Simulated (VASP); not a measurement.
Consider the following.

```yaml
crystal:
  lattice:
    - [1.98344, 1.14514, 6.42804]
    - [-1.98344, 1.14514, 6.42804]
    - [0.00000, -2.29028, 6.42804]
  atoms:
    - { symbol: Cd, position: [0.00000, 0.00000, 0.00000] }
    - { symbol: Br, position: [0.74755, 0.74755, 0.74755] }
    - { symbol: Br, position: [0.25245, 0.25245, 0.25245] }
```

Computed with PBEsol GGA, VASP's PBE PAW potentials (set 64) (plane waves; VASP). Settings: 400 eV cut-off, 7×7×7 Γ-centred mesh, tetrahedra with Blöchl corrections, potentials Cd Br.

The cores are frozen, which limits the accuracy of field gradients.

### Question
Give the principal components of the electric field gradient (V/Å²) and the asymmetry η at each nucleus.

### Answer

| atom | Vxx | Vyy | Vzz | η |
|---|---|---|---|---|
| Cd1 | -4.8 | -4.8 | 9.5 | 0.00 |
| Br2 | 21.9 | 21.9 | -43.7 | 0.00 |
| Br3 | 21.9 | 21.9 | -43.7 | 0.00 |

The structure comes from a computed database's CdBr2 entry (R-3m); how it stands against other phases isn't given here. It was relaxed first.
